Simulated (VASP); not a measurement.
Crystal: Zr5Ge3.

```xyz
16
Lattice="8.0772 0.0000 0.0000 -4.0386 6.9951 0.0000 0.0000 0.0000 5.6199" Properties=species:S:1:pos:R:3 pbc="T T T"
Zr   -3.0124    5.2176    4.2150
Zr   -1.0263    1.7775    1.4050
Zr    3.0124    5.2176    1.4050
Zr    6.0247    0.0000    4.2150
Zr    1.0263    1.7775    4.2150
Zr    2.0525    0.0000    1.4050
Zr    0.0000    4.6634    2.8100
Zr    4.0386    2.3317    0.0000
Zr    4.0386    2.3317    2.8100
Zr    0.0000    4.6634    0.0000
Ge    3.1344    0.0000    4.2150
Ge    1.5672    2.7145    1.4050
Ge   -2.4714    4.2806    1.4050
Ge   -1.5672    2.7145    4.2150
Ge    2.4714    4.2806    4.2150
Ge    4.9428    0.0000    1.4050
```

The cell comes from a database or a generator and needn't be the stable form of this composition.

```yaml
Program: VASP 6.6.1
Task: relaxation of cell and atoms
Functional: PBEsol
Potentials_or_basis: VASP PAW PBE potentials, release 64 (Zr_sv, Ge_d)
Cutoff: 600 eV
k_mesh: 6 × 6 × 6
Occupations: gaussian, width 0.1 eV
Spin: no spin polarisation
```

At the start: pressure -3.4 GPa; volume 19.85 Å³/atom.

**Question.** Where does the relaxation end?

**Answer.** Over 12 steps the energy falls by 5.6 meV/atom and the volume is 19.32 Å³/atom (-2.7 %); space group P6_3/mcm (No. 193, to 0.05 Å).

Step by step:
```csv
step,energy change (eV),largest force (eV/Å),pressure (GPa),volume (Å³)
1,0.0000,0.0504,-3.38,317.53
2,0.0790,0.1602,5.16,298.70
3,-0.0882,0.0334,-0.04,309.44
4,-0.0882,0.0342,0.03,309.28
5,-0.0895,0.0294,0.03,309.16
6,-0.0895,0.0290,0.03,309.14
7,-0.0898,0.0174,-0.05,309.29
8,-0.0899,0.0098,-0.11,309.42
9,-0.0901,0.0070,-0.03,309.21
10,-0.0901,0.0047,0.04,309.04
11,-0.0901,0.0056,0.02,309.11
12,-0.0901,0.0034,0.01,309.11
```

Final structure:
```yaml
crystal:
  lattice:
    - [8.01139, 0.00000, 0.00000]
    - [-4.00570, 6.93807, 0.00000]
    - [0.00000, 0.00000, 5.56119]
  atoms:
    - { symbol: Zr, position: [0.00000, 0.74651, 0.75000] }
    - { symbol: Zr, position: [0.00000, 0.25349, 0.25000] }
    - { symbol: Zr, position: [0.74651, 0.74651, 0.25000] }
    - { symbol: Zr, position: [0.74651, 0.00000, 0.75000] }
    - { symbol: Zr, position: [0.25349, 0.25349, 0.75000] }
    - { symbol: Zr, position: [0.25349, 0.00000, 0.25000] }
    - { symbol: Zr, position: [0.33333, 0.66667, 0.50000] }
    - { symbol: Zr, position: [0.66667, 0.33333, 0.00000] }
    - { symbol: Zr, position: [0.66667, 0.33333, 0.50000] }
    - { symbol: Zr, position: [0.33333, 0.66667, 0.00000] }
    - { symbol: Ge, position: [0.38871, 0.00000, 0.75000] }
    - { symbol: Ge, position: [0.38871, 0.38871, 0.25000] }
    - { symbol: Ge, position: [0.00000, 0.61129, 0.25000] }
    - { symbol: Ge, position: [0.00000, 0.38871, 0.75000] }
    - { symbol: Ge, position: [0.61129, 0.61129, 0.75000] }
    - { symbol: Ge, position: [0.61129, 0.00000, 0.25000] }
```

Caveat: the PAW data sets were made with another functional, which shifts forces and pressure a little.
